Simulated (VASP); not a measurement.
VASP ran on this input.

### INCAR
```
SYSTEM = BP
PREC = Accurate
ENCUT = 520
EDIFF = 1E-6
NELM = 100
ALGO = Normal
LREAL = .FALSE.
LASPH = .TRUE.
ISMEAR = 0
SIGMA = 0.05
LWAVE = .FALSE.
LCHARG = .FALSE.
ISIF = 2
METAGGA = R2SCAN
LEPSILON = .TRUE.
```

### POSCAR
```
BP
1
    0.0000000000     2.2700000000     2.2700000000
    2.2700000000     0.0000000000     2.2700000000
    2.2700000000     2.2700000000     0.0000000000
B P
1 1
Direct
  0.0000000000   0.0000000000   0.0000000000
  0.2500000000   0.2500000000   0.2500000000
```

**KPOINTS**
```
Automatic mesh
0
Gamma
8 8 8
0 0 0
```

POTCAR, in this order: B P (PBE.64 set). Program: vasp_std.

What VASP printed:

Problem. Read input and log: which fault does this run have?
A. Methfessel-Paxton smearing was used on a material with a gap
B. MAGMOM holds more values than there are atoms
C. POTCAR lists the elements in another order than POSCAR
D. LEPSILON was set with a meta-GGA

Solution. D, LEPSILON was set with a meta-GGA. VASP stops with an error: You have switched on METAGGA and linear-response routines. This combination is currently not supported. If you have selected LEPSILON=.TRUE., you can try using LCALCEPS=.TRUE. instead. In all other cases, VASP will stop. SOOO sorry... ----> I REFUSE TO CONTINUE WITH THIS SICK JOB ... BYE!!! <----

To mend it, use a GGA with LEPSILON, or finite fields (LCALCEPS) with the meta-GGA. The plain static run on this cell (PBE GGA, plane waves, VASP's PBE PAW potentials (set 64)) converges, and its OSZICAR ends with
```
   1 F= -.12928777E+02 E0= -.12928777E+02  d E =-.500728E-15
```

The compound is BP in the zinc blende structure. The cell was not relaxed at this level.
